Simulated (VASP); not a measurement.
InSb:

```
In Sb
1.0
     0.00000    3.23910    3.23910
     3.23910    0.00000    3.23910
     3.23910    3.23910    0.00000
In Sb
1 1
Direct
  0.00000 0.00000 0.00000
  0.25000 0.25000 0.25000
```

| Quantity | Value |
| --- | --- |
| Program | VASP 6.6.1 |
| Task | relaxation of cell and atoms |
| Functional | r2SCAN |
| Potentials or basis | VASP PAW PBE potentials, release 64 (In_d, Sb) |
| Cutoff | 600 eV |
| k mesh | 8 × 8 × 8 |
| Occupations | gaussian, width 0.02 eV |
| Spin | no spin polarisation |

At the start: pressure 1.7 GPa; volume 33.98 Å³/atom.

Problem. How do energy, volume and symmetry change on relaxing?

Solution. Over 3 steps the energy falls by 6.3 meV/atom and the volume is 35.23 Å³/atom (+3.7 %); space group F-43m (No. 216, to 0.05 Å).

Step by step:
```tsv
step	energy change (eV)	largest force (eV/Å)	pressure (GPa)	volume (Å³)
1	0.0000	0.0000	1.71	67.97
2	-0.0104	0.0000	-0.64	71.60
3	-0.0127	0.0000	0.01	70.46
```

Final structure:
```
In Sb
1.0
     0.00000    3.27826    3.27826
     3.27826    0.00000    3.27826
     3.27826    3.27826    0.00000
In Sb
1 1
Direct
  0.00000 0.00000 0.00000
  0.25000 0.25000 0.25000
```

Caveat: the PAW data sets were made with another functional, which shifts forces and pressure a little.
